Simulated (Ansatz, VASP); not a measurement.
# GaP in two plane-wave programs, part 2 of 2

Aim: how closely do two programs agree when they are given the same cell, functional and k mesh? The cell is taken from a series of runs on this material, whose earlier steps may have relaxed, scaled, displaced or heated it; both programs get it as it stands.

VASP 6.6.1 and Ansatz 0.2.0.

So far, gap on the k-mesh: step 4 (comparison) 1.63.

## Step 6: Ansatz: single point, PBE, pair 2

Level of this step: Ansatz beside VASP: Kohn-Sham DFT, plane waves, PBE (Ansatz).

The same cell, functional and mesh now go to Ansatz, which takes its cutoff from its data sets.

The cell is taken from a series of runs on this material, whose earlier steps may have relaxed, scaled, displaced or heated it; both programs get it as it stands.

Contents of input.yaml:

```yaml
crystal:
  lattice:
    - [0.0, 2.7802964953, 2.7802964953]
    - [2.7802964953, 0.0, 2.7802964953]
    - [2.7802964953, 2.7802964953, 0.0]
  atoms:
    - { symbol: Ga, position: [0.0, 0.0, 0.0] }
    - { symbol: P, position: [0.25, 0.25, 0.25] }
kpoints:
  mp_grid: { grid: [8, 8, 8] }
hamiltonian:
  xc: pbe
scf:
  occupations: { method: fixed }
output:
  forces: true
  stress: true
  eigenvalues: true
```

Command:

```console
> ansatz run input.yaml --threads 2 --pin off --max-ram 5120MiB --backend cpu --events-out ev --progress --plain --runs-dir out
```

Numbers of over 12 decimals in the logs are rounded to 6 here.

The log of the run:

```text
[...]
Crystal: 2 atoms, lattice volume = 42.984 Å³
Basis set: ecut = 420 eV, 869 PW (Γ), exchange–correlation on 54×54×54 points (8 copies of the dense FFT grid, shifted against one another)
Bands: 13, of which v1, the nominal top of the filled ones, is band 9 counted from 1 (8 counted from 0)
Symmetry: 24 space group operations
[...]
k-points: 29 of 512 (time reversal used)
[...]
--- Band table (eV; the first three rows and the last of 29) ---
  k-point 0: bands = [... 5 lower, -5.7058, 6.3512, 6.3512, 6.3512, 7.6906, 10.2466, 10.2466, 10.2466]
  k-point 1: bands = [... 5 lower, -5.5190, 4.7242, 6.1426, 6.1426, 8.4681, 10.5699, 10.5699, 10.6975]
  k-point 2: bands = [... 5 lower, -4.9906, 2.5999, 5.7435, 5.7435, 8.2973, 11.0564, 11.0564, 12.3986]
  k-point 28: bands = [... 5 lower, -2.9378, 0.0526, 3.0510, 3.2105, 10.9493, 11.0370, 12.2731, 12.5044]
[key lines of the parts left out:]
SCF converged after 6 iterations
Free energy (F): -4539.548860 eV
Fermi energy:    6.351170 eV
P = ⅓ Tr σ = -2.1242 GPa (-21.242 kbar)
```

Between step 4 and this run (cell volume +4.6 %) the value for the gap on the k-mesh moves from 1.63 to 1.34.

## Step 7: Comparison

Both answers:

```csv
quantity,Ansatz,VASP,difference
pressure (GPa),-2.12,-2.18,+0.06
gap on the k mesh (eV),1.339,1.336,+0.003
```

A gap on the mesh is an upper bound, since the band edges may lie between its points.

## Step 8: VASP: single point, PBE, pair 3

With cell and atoms fixed, the geometry can't cause a difference; cores, projectors, grids and the points listed under the comparison can. The cell compared in this pair holds 43.82 Å³, against 42.98 Å³ for the pair before.

Contents of INCAR:

```
SYSTEM = GaP
PREC = Accurate
ENCUT = 500
EDIFF = 1E-06
NELM = 120
ISMEAR = 0
SIGMA = 0.01
LREAL = .FALSE.
ALGO = Normal
GGA = PE
NBANDS = 15
LORBIT = 11
LWAVE = .FALSE.
LCHARG = .FALSE.
ISIF = 2
LASPH = .TRUE.
GGA_COMPAT = .FALSE.
EFERMI = MIDGAP
```

Contents of POSCAR:

```
GaP
1.0
    0.0000000000      2.7981767070      2.7981767070
    2.7981767070      0.0000000000      2.7981767070
    2.7981767070      2.7981767070      0.0000000000
Ga P
1 1
Direct
    0.0000000000      0.0000000000      0.0000000000
    0.2500000000      0.2500000000      0.2500000000
```

Contents of KPOINTS:

```
Automatic mesh
0
Gamma
8 8 8
0 0 0
```

PAW data sets: Ga_d and P (PBE family, release 64).

Command:

```console
> mpirun -np 1 vasp_std
```

The log of the run:

```text
[... set-up lines as in an earlier step ...]
 entering main loop
       N       E                     dE             d eps       ncg     rms          rms(c)
DAV:   1     0.795245717317E+02    0.79525E+02   -0.89268E+03   894   0.164E+03
DAV:   2    -0.307603594704E+01   -0.82601E+02   -0.78751E+02   989   0.307E+02
DAV:   3    -0.923654816636E+01   -0.61605E+01   -0.61366E+01  1101   0.678E+01
DAV:   4    -0.934892085408E+01   -0.11237E+00   -0.11234E+00  1093   0.100E+01
[...]
DAV:  10    -0.910267716336E+01   -0.78900E-04   -0.11310E-04  1215   0.101E-01    0.476E-02
DAV:  11    -0.910275691740E+01   -0.79754E-04   -0.11791E-04   996   0.972E-02    0.599E-03
DAV:  12    -0.910275639747E+01    0.51993E-06   -0.38452E-06  1080   0.254E-02
   1 F= -.91027564E+01 E0= -.91027564E+01  d E =0.000000E+00
```

OUTCAR, selected parts (step 8):

```text
  Total       -0.9319638     -0.9319638     -0.9319638      0.0000000      0.0000000      0.0000000
  in kB      -34.0764402    -34.0764402    -34.0764402      0.0000000      0.0000000      0.0000000
  external PRESSURE =     -34.0764402 kB  Pullay stress =       0.0000000 kB

 POSITION                                       TOTAL-FORCE (eV/Angst)
 -----------------------------------------------------------------------------------
      0.00000      0.00000      0.00000        -0.000000      0.000000     -0.000000
      1.39909      1.39909      1.39909         0.000000     -0.000000      0.000000
 -----------------------------------------------------------------------------------
    total drift:                               -0.000000     -0.000000     -0.000000

  FREE ENERGIE OF THE ION-ELECTRON SYSTEM (eV)
  ---------------------------------------------------
  free  energy   TOTEN  =        -9.1027563975 eV

  energy  without entropy=       -9.1027563975  energy(sigma->0) =       -9.10275640

[... 1 part as in an earlier step ...]

[... 2 further parts left out ...]
[key lines of the parts left out:]
E-fermi :   4.4688
```

The run ends at a pressure of -3.41 GPa.

## Step 9: Ansatz: single point, PBE, pair 3

The same cell, functional and mesh now go to Ansatz, which takes its cutoff from its data sets.

The cell is taken from a series of runs on this material, whose earlier steps may have relaxed, scaled, displaced or heated it; both programs get it as it stands.

input.yaml, the sections that differ from step 6:

```yaml
crystal:
  lattice:
    - [0.0, 2.798176707, 2.798176707]
    - [2.798176707, 0.0, 2.798176707]
    - [2.798176707, 2.798176707, 0.0]
  atoms:
    - { symbol: Ga, position: [0.0, 0.0, 0.0] }
    - { symbol: P, position: [0.25, 0.25, 0.25] }
# kpoints, hamiltonian, scf, output: as in step 6
```

Command:

```console
> ansatz run input.yaml --threads 2 --pin off --max-ram 5120MiB --backend cpu --events-out ev --progress --plain --runs-dir out
```

The log of the run:

```text
[...]
Crystal: 2 atoms, lattice volume = 43.818 Å³
Basis set: ecut = 420 eV, 869 PW (Γ), exchange–correlation on 54×54×54 points (8 copies of the dense FFT grid, shifted against one another)
Bands: 13, of which v1, the nominal top of the filled ones, is band 9 counted from 1 (8 counted from 0)
Symmetry: 24 space group operations
[...]
k-points: 29 of 512 (time reversal used)
[...]
--- Band table (eV; the first three rows and the last of 29) ---
  k-point 0: bands = [... 5 lower, -5.7986, 6.1257, 6.1257, 6.1257, 7.3118, 10.0218, 10.0218, 10.0218]
  k-point 1: bands = [... 5 lower, -5.6166, 4.4947, 5.9234, 5.9234, 8.1352, 10.3373, 10.3373, 10.4381]
  k-point 2: bands = [... 5 lower, -5.1022, 2.4096, 5.5346, 5.5346, 8.0031, 10.8176, 10.8176, 12.0811]
  k-point 28: bands = [... 5 lower, -3.1192, -0.0972, 2.9094, 3.0699, 10.6376, 10.8050, 11.9878, 12.2797]
[key lines of the parts left out:]
SCF converged after 6 iterations
Free energy (F): -4539.534525 eV
Fermi energy:    6.125704 eV
P = ⅓ Tr σ = -3.3546 GPa (-33.546 kbar)
```

For the gap on the k-mesh, step 4 gave 1.63; this run, with cell volume +6.6 %, gives 1.19.

## Step 10: Differences

Both answers:

| quantity | Ansatz | VASP | difference |
| --- | --- | --- | --- |
| pressure (GPa) | -3.35 | -3.41 | +0.05 |
| gap on the k mesh (eV) | 1.186 | 1.182 | +0.004 |

A gap on the mesh is an upper bound, since the band edges may lie between its points.

## Step 11: What came out

| Item | Value |
| --- | --- |
| difference in gap on the k mesh (single point, PBE, pair 1) | 0.0016 eV |
| difference in gap on the k mesh (single point, PBE, pair 2) | 0.0035 eV |
| difference in gap on the k mesh (single point, PBE, pair 3) | 0.0039 eV |

**Reading.** The difference in gap on the k mesh is 0.0039 eV (single point, PBE, pair 3), within the 0.08 eV picked in this series as the mark of a large difference. How closely two codes agree says nothing of how well the functional describes the real material.

[Lines on the potential files, build, host, timing and source positions are cut from VASP's logs without a mark.]

[Logs are printed without paths, hosts, clocks, repeated set-up lines and the standing remarks that a program may print on its own settings, such as how far it seeks lower states.]

[Hosts, paths, dates, database ids (printed as entryN), source tags and the programs' standing remarks are cut or masked in the printed files.]
